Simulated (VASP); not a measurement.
OSZICAR of a VASP run on LaP (relaxed from the CsCl structure, space group Pm-3m):

**OSZICAR**
```
       N       E                     dE             d eps       ncg     rms          rms(c)
DAV:   1     0.986769819575E+02    0.98677E+02   -0.51301E+03   840   0.148E+03
DAV:   2    -0.335781172608E+02   -0.13226E+03   -0.12868E+03  1152   0.258E+02
DAV:   3    -0.450810766219E+02   -0.11503E+02   -0.11214E+02  1244   0.112E+02
DAV:   4    -0.457148167815E+02   -0.63374E+00   -0.62059E+00  1548   0.202E+01
DAV:   5    -0.457487777397E+02   -0.33961E-01   -0.33738E-01  1300   0.474E+00    0.482E+00
DAV:   6    -0.409689204426E+02    0.47799E+01   -0.12508E+00  1516   0.865E+00    0.342E+00
DAV:   7    -0.413331710863E+02   -0.36425E+00   -0.91517E-01  1380   0.123E+01    0.133E+00
DAV:   8    -0.411820868918E+02    0.15108E+00   -0.71353E-01  1464   0.101E+01    0.955E-01
DAV:   9    -0.412473022380E+02   -0.65215E-01   -0.88614E-02  1528   0.366E+00    0.420E-01
DAV:  10    -0.415036743295E+02   -0.25637E+00   -0.88623E-02  1284   0.305E+00    0.260E-01
DAV:  11    -0.415188649537E+02   -0.15191E-01   -0.18239E-02  1496   0.147E+00    0.185E-01
DAV:  12    -0.415306412766E+02   -0.11776E-01   -0.34366E-02  1328   0.242E+00    0.219E-01
DAV:  13    -0.415343358162E+02   -0.36945E-02   -0.13791E-02  1436   0.139E+00    0.425E-02
DAV:  14    -0.415343696007E+02   -0.33785E-04   -0.36177E-04  1236   0.151E-01    0.520E-02
DAV:  15    -0.415343729678E+02   -0.33671E-05   -0.32005E-05  1504   0.521E-02    0.530E-02
DAV:  16    -0.415344171490E+02   -0.44181E-04   -0.40720E-04  1464   0.131E-01    0.592E-02
DAV:  17    -0.415344127913E+02    0.43577E-05   -0.16181E-05  1392   0.403E-02    0.616E-02
DAV:  18    -0.415345017754E+02   -0.88984E-04   -0.28891E-04  1336   0.187E-01    0.892E-02
DAV:  19    -0.415344879433E+02    0.13832E-04   -0.47309E-05  1436   0.704E-02    0.990E-02
DAV:  20    -0.415344432550E+02    0.44688E-04   -0.17062E-05  1376   0.332E-02    0.109E-01
DAV:  21    -0.415344487251E+02   -0.54701E-05   -0.80651E-07   876   0.108E-02    0.107E-01
DAV:  22    -0.415345061216E+02   -0.57397E-04   -0.20463E-05  1288   0.440E-02    0.928E-02
DAV:  23    -0.415346221856E+02   -0.11606E-03   -0.14058E-04  1140   0.919E-02    0.750E-02
DAV:  24    -0.415346896920E+02   -0.67506E-04   -0.57478E-05  1648   0.665E-02    0.893E-02
DAV:  25    -0.415346945197E+02   -0.48277E-05   -0.24823E-06  1060   0.130E-02    0.900E-02
DAV:  26    -0.415346744951E+02    0.20025E-04   -0.54945E-06  1336   0.195E-02    0.840E-02
DAV:  27    -0.415346770826E+02   -0.25876E-05   -0.95257E-07   820   0.148E-02    0.803E-02
DAV:  28    -0.415346781457E+02   -0.10631E-05   -0.29926E-07   724   0.919E-03    0.799E-02
DAV:  29    -0.415346791889E+02   -0.10432E-05   -0.11631E-07   704   0.725E-03    0.798E-02
DAV:  30    -0.415346807587E+02   -0.15698E-05   -0.10756E-07   720   0.680E-03    0.797E-02
DAV:  31    -0.415346554807E+02    0.25278E-04   -0.26375E-05  1456   0.437E-02    0.653E-02
DAV:  32    -0.415346248677E+02    0.30613E-04   -0.46353E-05  1412   0.566E-02    0.453E-02
DAV:  33    -0.415346149624E+02    0.99053E-05   -0.11478E-05  1536   0.319E-02    0.351E-02
DAV:  34    -0.415346006683E+02    0.14294E-04   -0.41802E-05  1420   0.571E-02    0.172E-02
DAV:  35    -0.415345962946E+02    0.43737E-05   -0.17453E-05  1480   0.368E-02    0.567E-03
DAV:  36    -0.415345953964E+02    0.89822E-06   -0.99880E-07   792   0.132E-02
   1 F= -.41534595E+02 E0= -.41534550E+02  d E =-.415346E+02
```

### Question
Which electronic solver shows in the log?

### Answer
It is blocked Davidson (ALGO = Normal, or the opening steps of other solvers). The INCAR had ALGO = Normal.

### Question
Can the final energy be trusted as converged?

### Answer
Self-consistency was reached. It stopped with EDIFF = 1E-6, NELM = 100, NSW = 60 and EDIFFG = -0.01 after 1 ionic step (r2SCAN meta-GGA, plane waves, VASP's PBE PAW potentials (set 64)).

The structure was generated: LaP was put into the CsCl type (Pm-3m), which need not be its known phase. It was relaxed first, which changed the volume by +9 %. The start is the result of an earlier pass.
